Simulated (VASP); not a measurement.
Given:

```
CELL_PARAMETERS angstrom
      0.00000     2.21132     2.21132
      2.21132     0.00000     2.21132
      2.21132     2.21132     0.00000
ATOMIC_POSITIONS crystal
  Nb 0.50000 0.50000 0.50000
  N  0.00000 0.00000 0.00000
```

Level of theory: PBE GGA, VASP's PBE PAW potentials (set 64) (plane waves; VASP). Settings: 400 eV cut-off, 17×17×17 Γ-centred mesh, Fermi-Dirac smearing of 0.10 eV, potentials Nb_sv N.

At this cut-off the stress carries a Pulay error, which pulls relaxed volumes low.

Problem. Predict the energy per atom (σ→0), pressure, band gap (on the k-mesh) with the smallest direct gap where there is one.

Solution. 
```json
{
 "band gap (on the k-mesh)": "none (metal, semimetal or under 0.01 eV)",
 "energy per atom (σ→0)": "-10.269 eV/atom",
 "pressure": "-4.22 GPa"
}
```

Only differences to runs with the same potentials and settings are physical.

The structure comes from a computed database's NbN entry; how it stands against other phases isn't given here. The cell was not relaxed at this level. VASP warned that the highest band is occupied, so more bands are needed.
